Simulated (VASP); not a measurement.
# Ta4O: single point with PBE

The system is Ta4O.

```
Ta O
1.0
     3.25750    0.00000    0.00000
     0.00000    3.25750    0.00000
     0.00000    0.00000    7.40934
Ta O
4 1
Direct
  0.00000 0.00000 0.00000
  0.50000 0.50000 0.21684
  0.50000 0.50000 0.78316
  0.00000 0.00000 0.50000
  0.50000 0.50000 0.50000
```

The cell comes from a database or a generator and needn't be the stable form of this composition.

- Program: VASP 6.6.1
- Task: single point
- Functional: PBE
- Potentials or basis: VASP PAW PBE potentials, release 64 (Ta_pv, O)
- Cutoff: 520 eV
- k mesh: 8 × 8 × 4
- Occupations: fermi-dirac, width 0.05 eV
- Spin: no spin polarisation
- Further INCAR settings: ALGO = Normal; EDIFF = 1e-07; NBANDS = 33

```yaml
Pressure: -0.5 GPa
Largest_force: 0.052 eV/Å
Band_gap_on_the_k_mesh: none (metal or under the smearing width)
```

Forces in eV/Å, atoms in the order of the input:
```
Ta   0.000  0.000  0.000
Ta   0.000  0.000 -0.052
Ta   0.000  0.000  0.052
Ta   0.000  0.000  0.000
O    0.000  0.000  0.000
```

Stress tensor (GPa, compression positive):
```
-0.42  0.00  0.00
 0.00 -0.42  0.00
 0.00  0.00 -0.66
```

Levels at points of the mesh, in eV from the Fermi level:
```
           k point  band 21  band 22  band 23  band 24  band 25  band 26  band 27  band 28  band 29  band 30
(0.00, 0.00, 0.00)    -2.64    -1.55    -0.47    -0.47    -0.25     0.49     1.02     1.02     1.28     1.61
(0.50, 0.00, 0.00)    -1.48    -1.11    -0.92    -0.66     0.18     0.87     0.91     1.31     1.69     1.95
(0.50, 0.50, 0.00)    -2.03    -1.50    -1.50    -0.67    -0.67     1.60     2.37     2.73     2.73     3.11
(0.00, 0.00, 0.50)    -3.48    -0.57    -0.54    -0.54     0.11     0.68     0.68     0.76     1.07     1.83
(0.50, 0.00, 0.50)    -1.71    -1.17    -1.01    -0.65    -0.45     0.97     1.29     1.57     1.80     2.32
(0.50, 0.50, 0.50)    -2.73    -1.70    -1.70     0.01     0.01     1.59     1.90     1.90     2.88     3.11
```

Run time: 99 s on 1 thread of Intel(R) Xeon(R) Platinum 8488C (Sapphire Rapids), with other jobs on the host, peak memory 0.23 GiB.

The run has no spin-orbit coupling, so splittings on Ta are missing.
